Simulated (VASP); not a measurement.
# PtSe2: relaxed cell and zone-centre modes, part 2 of 2

What lattice and vibrations does PtSe2 have at one level of theory? The starting structure is a measured crystal structure from the Crystallography Open Database. All runs use PBEsol.

VASP 6.6.1.

So far. Step 2 (Relaxation): The relaxed cell holds 19.840 Å³ an atom, with a = 3.761 Å (+0.9 % against the database cell) and c = 4.859 Å (-3.4 % against the database cell). Pressures at 0.985 and 1.015 times this volume, from two more relaxations that aren't shown, give a bulk modulus of 49.2 GPa. Step 3 (Modes of the relaxed cell): The zone-centre modes at 19.840 Å³ an atom are A2u 218.2, Eu 214.1, A1g 201.0, Eg 163.5 cm⁻¹.

## (4) Modes at 0.97 of that volume (continued)

Level of this step: PBEsol; plane waves and PAW (Pt, Se) (VASP).

Parts of OUTCAR (step 4):

```text
  Total        0.6505481      0.6505481      0.6315701     -0.0000000      0.0000000      0.0000000
  in kB       18.0536206     18.0536206     17.5269532     -0.0000000      0.0000000      0.0000000
  external PRESSURE =      17.8780648 kB  Pullay stress =       0.0000000 kB

 POSITION                                       TOTAL-FORCE (eV/Angst)
 -----------------------------------------------------------------------------------
      0.00000      0.00000      0.00000         0.000000      0.000000      0.000000
      1.87598      1.08310      3.47073        -0.000000      0.000000     -0.005016
     -0.00000      2.16620      1.26489        -0.000000      0.000000      0.005016
 -----------------------------------------------------------------------------------
    total drift:                               -0.000000      0.000000      0.000000

[... 1 part as in an earlier step ...]

[... 1 further part left out ...]
```

The zone-centre modes at 19.244 Å³ an atom are A2u 219.6, Eu 218.2, A1g 207.1, Eg 164.9 cm⁻¹.

## (5) Modes at 1.03 of that volume

Shape and positions were first relaxed at this volume, in a run that isn't shown.

Input file INCAR:

```
SYSTEM = PtSe2
PREC = Accurate
ENCUT = 500
EDIFF = 1E-08
NELM = 100
ISMEAR = 1
SIGMA = 0.15
LREAL = .FALSE.
ALGO = Normal
GGA = PS
NBANDS = 17
LASPH = .TRUE.
LORBIT = 11
LWAVE = .FALSE.
LCHARG = .FALSE.
KPAR = 4
IBRION = 8
ISIF = 2
```

Input file POSCAR:

```
PtSe2
1.0
    3.7646192252      0.0000000000      0.0000000000
   -1.8823096126      3.2602558846      0.0000000000
    0.0000000000      0.0000000000      4.9948038873
Pt Se
1 2
Direct
    0.0000000000      0.0000000000      0.0000000000
    0.6666666667      0.3333333333      0.7454012719
    0.3333333333      0.6666666667      0.2545987281
```

Input file KPOINTS:

```
Automatic mesh
0
Gamma
14 14 10
0 0 0
```

Potentials, in the order of the species: Pt and Se (PBE family, release 64).

Started as:

```console
$ mpirun -np 4 vasp_std
```

What it wrote:

```text
[... set-up lines as in an earlier step ...]
 entering main loop
       N       E                     dE             d eps       ncg     rms          rms(c)
DAV:   1     0.106468213253E+03    0.10647E+03   -0.98646E+03  7144   0.110E+03
DAV:   2    -0.119596306774E+02   -0.11843E+03   -0.11511E+03  8806   0.214E+02
DAV:   3    -0.167170219923E+02   -0.47574E+01   -0.47197E+01  8637   0.438E+01
DAV:   4    -0.167536614063E+02   -0.36639E-01   -0.36618E-01  9103   0.409E+00
[...]
DAV:  13    -0.158999297962E+02   -0.98382E-07   -0.55736E-07  9570   0.507E-03    0.129E-03
DAV:  14    -0.158999298169E+02   -0.20690E-07   -0.49571E-08  8222   0.176E-03    0.503E-04
DAV:  15    -0.158999298121E+02    0.48501E-08   -0.93146E-09  5689   0.668E-04
   1 F= -.15899930E+02 E0= -.15899956E+02  d E =0.780111E-04
 Linear response reoptimize wavefunctions to high precision
DAV:   1    -0.158999298237E+02   -0.11576E-07   -0.65959E-10  5700   0.183E-04
DAV:   2    -0.158999298237E+02   -0.39790E-10   -0.46114E-11  3852   0.459E-05
 Linear response DOF=           4
 Linear response progress:
[...]
RMM:  10    -0.762541058266E-01    0.48469E-07   -0.30387E-08 60464   0.647E-05    0.339E-06
RMM:  11    -0.762541223881E-01   -0.16562E-07   -0.18800E-08 60273   0.517E-05    0.119E-06
RMM:  12    -0.762541262627E-01   -0.38745E-08    0.83951E-09 52806   0.494E-05    0.466E-07
 first order change of Fermi-energy  -0.35831E-05
 force on displaced ion       2 direction 1 :  -7.499  -0.000  -0.001
 Linear response progress:
  Degree of freedom:   4/  4
       N       E                     dE             d eps       ncg     rms          rms(c)
RMM:   1    -0.922140660832E-01   -0.92214E-01    0.54130E-02 16434   0.148E+00
RMM:   2    -0.903956958236E-01    0.18184E-02   -0.17187E-03 11133   0.245E-01    0.151E-01
RMM:   3    -0.901818240368E-01    0.21387E-03   -0.15719E-04 12069   0.609E-02    0.990E-02
RMM:   4    -0.900749357521E-01    0.10689E-03   -0.53323E-05 11980   0.458E-02    0.475E-02
[...]
RMM:  10    -0.900584422437E-01    0.29999E-07    0.15614E-08 12475   0.102E-04    0.121E-05
RMM:  11    -0.900584641084E-01   -0.21865E-07    0.87782E-09 12831   0.649E-05    0.329E-06
RMM:  12    -0.900584612944E-01    0.28140E-08    0.27645E-09 12025   0.574E-05    0.808E-07
 first order change of Fermi-energy   0.10884E+01
 force on displaced ion       2 direction 3 :   0.000   0.000  -9.507
 Linear response finished
```

Wall time 4.8 min (4 MPI ranks of Intel Xeon 6975P-C (Granite Rapids), shared host); peak memory 7.5 GiB.

Parts of OUTCAR (step 5):

```text
  Total       -0.4175505     -0.4175505     -0.4201012      0.0000000      0.0000000     -0.0000000
  in kB      -10.9126039    -10.9126039    -10.9792653      0.0000000      0.0000000     -0.0000000
  external PRESSURE =     -10.9348244 kB  Pullay stress =       0.0000000 kB

 POSITION                                       TOTAL-FORCE (eV/Angst)
 -----------------------------------------------------------------------------------
      0.00000      0.00000      0.00000        -0.000000      0.000000      0.000000
      1.88231      1.08675      3.72313        -0.000000     -0.000000      0.005224
     -0.00000      2.17350      1.27167         0.000000      0.000000     -0.005224
 -----------------------------------------------------------------------------------
    total drift:                                0.000000     -0.000000      0.000000

[... 1 part as in an earlier step ...]

[... 1 further part left out ...]
```

The zone-centre modes at 20.435 Å³ an atom are A2u 218.0, Eu 211.6, A1g 198.0, Eg 164.1 cm⁻¹.

## (6) The runs compared

```csv
run,volume (Å³/atom),A2u,Eu,A1g,Eg,core minutes
relaxation,19.84,-,-,-,-,0.893
modes of the relaxed cell,19.84,218.2,214.1,201.0,163.5,19.7
modes at 0.97 of that volume,19.244,219.6,218.2,207.1,164.9,18.3
modes at 1.03 of that volume,20.435,218.0,211.6,198.0,164.1,19.1
```

Modes are in cm⁻¹, degenerate ones as one, matched by symmetry and order. A number in brackets counts the listed modes of one symmetry from the lowest. The symmetry labels come from an automatic analysis and can be wrong where levels nearly coincide. Core minutes are wall time times ranks of the run shown, on a shared host.

## (7) Outcome

* relaxed volume: 19.84 Å³/atom
* bulk modulus from two volumes: 49.2 GPa
* mode A2u: 218.2 cm⁻¹
* mode Eu: 214.1 cm⁻¹
* mode A1g: 201.0 cm⁻¹
* mode Eg: 163.5 cm⁻¹
* Grüneisen parameter of A2u: 0.12
* Grüneisen parameter of Eu: 0.51
* Grüneisen parameter of A1g: 0.75

In words: At the PBEsol level PtSe2 relaxes to 19.84 Å³ an atom. The mode Grüneisen parameters, from the cells at 0.97 and 1.03 of the volume, run from 0.12 (A2u) to 0.75 (A1g). Levels that come within 1 cm⁻¹ of another or under 2 cm⁻¹, or whose frequency doesn't run one way with the volume, are left out of this. At a gap this small, or none, the modes can hang strongly on the k mesh, which isn't tested here. The bonds form layers, and no dispersion term is on, so the spacing, the stiffness across it and any mode in which layers move against each other are unreliable. The frequencies are harmonic; if the crystal really has a gap, the splitting of its polar modes by their long-range field is missing too. All values are for a static lattice. Further runs on this material are not shown.

[Lines on the potential files, build, host, timing and source positions are cut from VASP's logs without a mark.]

[Logs are printed without paths, hosts, clocks, repeated set-up lines and the standing remarks that a program may print on its own settings, such as how far it seeks lower states.]

[Hosts, paths, dates, database ids (printed as entryN), source tags and the programs' standing remarks are cut or masked in the printed files.]
